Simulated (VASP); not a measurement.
Wanted: the native input for a VASP 6.6.1 run.

- Task: single point
- Functional: PBE
- Potentials or basis: VASP PAW PBE potentials, release 64 (Na_pv, Ca_sv, Se)
- Cutoff: 520 eV
- k mesh: 6 × 6 × 6
- Occupations: gaussian, width 0.1 eV
- Spin: no spin polarisation
- Dipole correction: no
- Further INCAR settings: ALGO = Fast; EDIFF = 1e-06; NBANDS = 36

The structure of NaCaSe6 lies in POSCAR:

```
NaCaSe6
1.0
    0.0000000000      5.3934418393      5.3934418393
    5.3934418393      0.0000000000      5.3934418393
    5.3934418393      5.3934418393      0.0000000000
Na Ca Se
1 1 6
Direct
    0.0000000000      0.0000000000      0.0000000000
    0.5000000000      0.5000000000      0.5000000000
    0.7544426671      0.2455573329      0.2455573329
    0.2455573329      0.7544426671      0.2455573329
    0.2455573329      0.2455573329      0.7544426671
    0.2455573329      0.7544426671      0.7544426671
    0.7544426671      0.2455573329      0.7544426671
    0.7544426671      0.7544426671      0.2455573329
```

The cell was built by a generator and needn't be a form met in nature.

The input as run:

INCAR

```
SYSTEM = NaCaSe6
PREC     = Accurate       ! precision mode
ENCUT    = 520            ! plane-wave cutoff, eV
EDIFF    = 1E-6           ! SCF threshold, eV
ISMEAR   = 0              ! smearing method
SIGMA    = 0.1            ! smearing width, eV
LREAL    = .FALSE.        ! projectors in reciprocal space
LASPH    = .TRUE.         ! aspherical terms in the spheres
NELM     = 100            ! most SCF steps
ALGO     = Fast           ! electronic algorithm
ISIF     = 2              ! what is computed and relaxed
LWAVE    = .FALSE.        ! write WAVECAR
LCHARG   = .TRUE.         ! write CHGCAR
GGA      = PE             ! functional
LELF     = .TRUE.         ! ELF
LVHAR    = .TRUE.       
NBANDS   = 36             ! bands
```

KPOINTS

```
Automatic mesh
0
G
  6 6 6
  0 0 0
```

Potentials or basis: VASP PAW PBE potentials, release 64 (Na_pv, Ca_sv, Se).

Launch:

```bash
$ cat potpaw_PBE.64/Na_pv/POTCAR potpaw_PBE.64/Ca_sv/POTCAR potpaw_PBE.64/Se/POTCAR > POTCAR
$ mpirun -np 1 vasp_std > vasp.out
```

Results of the run:

| Quantity | Value |
| --- | --- |
| Pressure | 0.0 GPa |
| Largest force | 0.005 eV/Å |
| Band gap on the k mesh | none (metal or under the smearing width) |

Run time: 4.8 min on 1 thread of Intel(R) Xeon(R) Platinum 8559C (Emerald Rapids), with other jobs on the host, peak memory 0.59 GiB.
